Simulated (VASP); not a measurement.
OSZICAR of a VASP run on BaTiO3 (cubic perovskite):

File OSZICAR:
```
       N       E                     dE             d eps       ncg     rms          rms(c)
DAV:   1     0.457294826030E+03    0.45729E+03   -0.21695E+04   480   0.179E+03
DAV:   2    -0.316894153053E+01   -0.46046E+03   -0.45451E+03   616   0.488E+02
DAV:   3    -0.491222028137E+02   -0.45953E+02   -0.45900E+02   704   0.146E+02
DAV:   4    -0.510326306455E+02   -0.19104E+01   -0.19090E+01   696   0.278E+01
DAV:   5    -0.511006492365E+02   -0.68019E-01   -0.68018E-01   616   0.353E+00    0.229E+01
DAV:   6    -0.401729970384E+02    0.10928E+02   -0.76008E+01   776   0.756E+01    0.101E+01
DAV:   7    -0.401688278873E+02    0.41692E-02   -0.12323E+01   640   0.252E+01    0.628E+00
DAV:   8    -0.399695924987E+02    0.19924E+00   -0.97471E-01   632   0.939E+00    0.281E+00
DAV:   9    -0.399968552374E+02   -0.27263E-01   -0.27872E-01   640   0.410E+00    0.123E+00
DAV:  10    -0.399841839703E+02    0.12671E-01   -0.84865E-02   616   0.307E+00    0.432E-01
DAV:  11    -0.399829321659E+02    0.12518E-02   -0.77085E-03   688   0.698E-01    0.615E-02
DAV:  12    -0.399829828118E+02   -0.50646E-04   -0.60748E-04   600   0.182E-01    0.577E-02
DAV:  13    -0.399829343665E+02    0.48445E-04   -0.33284E-04   616   0.168E-01    0.161E-02
DAV:  14    -0.399829357577E+02   -0.13911E-05   -0.27054E-05   600   0.510E-02    0.762E-03
DAV:  15    -0.399829352361E+02    0.52158E-06   -0.10912E-05   616   0.293E-02    0.345E-03
DAV:  16    -0.399829349420E+02    0.29411E-06   -0.10779E-06   656   0.926E-03    0.703E-04
DAV:  17    -0.399829349337E+02    0.82332E-08   -0.68076E-08   560   0.206E-03
   1 F= -.39982935E+02 E0= -.39982935E+02  d E =-.399829E+02
```

Q: Which electronic solver shows in the log?

A: It is blocked Davidson (ALGO = Normal, or the opening steps of other solvers). The INCAR had ALGO = Normal.

Q: Can the final energy be trusted as converged?

A: The calculation finished and met its thresholds. It stopped with EDIFF = 1E-8, NELM = 100, NSW = 30 and EDIFFG = -0.001 after 1 ionic step (PBE GGA, plane waves, VASP's PBE PAW potentials (set 64)).

The compound is BaTiO3 in the cubic perovskite structure, the ideal cubic form; the compound distorts at low or room temperature. It was relaxed first. The start is the result of an earlier pass.
